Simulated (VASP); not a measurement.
A run of VASP 6.6.1 is set up as follows.

Contents of INCAR:

```
ALGO = Normal ; EDIFF = 1E-6
ENCUT = 520 ; ISIF = 2
ISMEAR = -1 ; ISPIN = 2
LASPH = True ; LCHARG = False
LMAXMIX = 4 ; LMIXTAU = True
LORBIT = 11 ; LREAL = False
LWAVE = False ; MAGMOM = 2 2 0 0 0 0
METAGGA = R2SCAN ; NBANDS = 34
NELM = 150 ; PREC = Accurate
SIGMA = 0.1
```

The input KPOINTS:

```
k-points
0
Gamma
  7 7 4
```

File POSCAR:

```
LiVP
1.0
    4.0115311200     -0.0000002887      0.0000000000
   -2.0057653100      3.4740911743      0.0000000000
    0.0000000000      0.0000000000      6.5174159700
V P Li
2 2 2
Direct
    0.3332990343      0.6666653624      0.0377069347
    0.6666336718      0.3333346376      0.5377069347
    0.3333005151      0.6666683796      0.4230365610
    0.6666321354      0.3333316204      0.9230365610
   -0.0000313236      0.0000027093      0.2892565043
   -0.0000340330     -0.0000027093      0.7892565043
```

Potentials or basis: VASP PAW PBE potentials, release 64 (V_sv, P, Li_sv).

Run with:

```console
$ cat potpaw_PBE.64/V_sv/POTCAR potpaw_PBE.64/P/POTCAR potpaw_PBE.64/Li_sv/POTCAR > POTCAR
$ mpirun -np 1 vasp_std > vasp.out
```

**Question.** What does it give for the site moments?

**Answer.** V +2.37; P -0.13; Li +0.01 μB.

**Question.** What does it give for the band gap on the k mesh?

**Answer.** None (metal or under the smearing width).

**Question.** Predict the net moment.

**Answer.** 5.29 μB per cell.

Forces in eV/Å, atoms in the order of the input:
```
V    0.000  0.000 -0.020
V    0.000  0.000 -0.020
P    0.000  0.000 -0.026
P    0.000  0.000 -0.026
Li   0.000  0.000  0.046
Li   0.000  0.000  0.046
```

Caveat: the PAW data sets were made with another functional, which shifts forces and pressure a little.
